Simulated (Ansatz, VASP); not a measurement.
# Two plane-wave programs on ScIn3As2

```xyz
6
Lattice="5.7335 0.0000 0.0000 -2.8667 4.9653 0.0000 0.0000 0.0000 5.2536" Properties=species:S:1:pos:R:3 pbc="T T T"
Sc    0.0000    0.0000    4.3643
In    1.4334    2.4827    2.4909
In    2.8667    0.0000    2.4909
In   -1.4334    2.4827    2.4909
As    2.8667    1.6551    5.0972
As    0.0000    3.3102    5.0972
```

Change from the starting cell: species swapped into the ErCo3Ge2 type (P6mm, No. 183).

Alike in both runs: functional PBE; k mesh 6 × 6 × 4; occupations gaussian, width 0.1 eV; no spin polarisation.

Ansatz relaxed the structure, and its values are those at the end. VASP's run is a single point on that final structure, the one shown.

|  | VASP | Ansatz |
| --- | --- | --- |
| version | VASP 6.6.1 | Ansatz 0.2.0 |
| potentials or method | VASP PAW PBE potentials, release 64 (Sc_sv, In_d, As) | scalar-relativistic, plane waves, PAW |
| plane-wave cutoff (eV) | 520 | 420 |
| valence electrons in the cell | 60 | 80 |

|  | VASP | Ansatz | Ansatz less VASP |
| --- | --- | --- | --- |
| gap on the k mesh at the Fermi level (eV) | none | none | - |
| pressure (GPa) | 0.0 | 0.0 | -0.02 |
| rms of the force components (eV/Å) | 0.003 | 0.004 | +0.0006 |

A gap of «none» marks a metal or a gap that the smearing closes. The two sets of potentials don't hold the same shells in valence.
